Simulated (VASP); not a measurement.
Data:

```
MgS
1.0
    0.00000     2.64666     2.64666
    2.64666     0.00000     2.64666
    2.64666     2.64666     0.00000
Mg S
1 1
Direct
  0.00000   0.00000   0.00000
  0.50000   0.50000   0.50000
```

The numbers are results of r2SCAN meta-GGA, VASP's PBE PAW potentials (set 64) (plane waves; VASP), not measurements. Numerical set-up: 520 eV cut-off, 9×9×9 Γ-centred mesh, Gaussian smearing of 0.050 eV, potentials Mg S.

Problem. Give the stress tensor in GPa (positive for a compressed cell).

Solution. 
```
-4.14   0.00   0.00
 0.00  -4.14   0.00
 0.00   0.00  -4.14
```
The pressure is its mean diagonal, -4.14 GPa.

The compound is MgS in the rock salt structure. This cell is one point of a volume scan, at 1.06 of the reference volume.
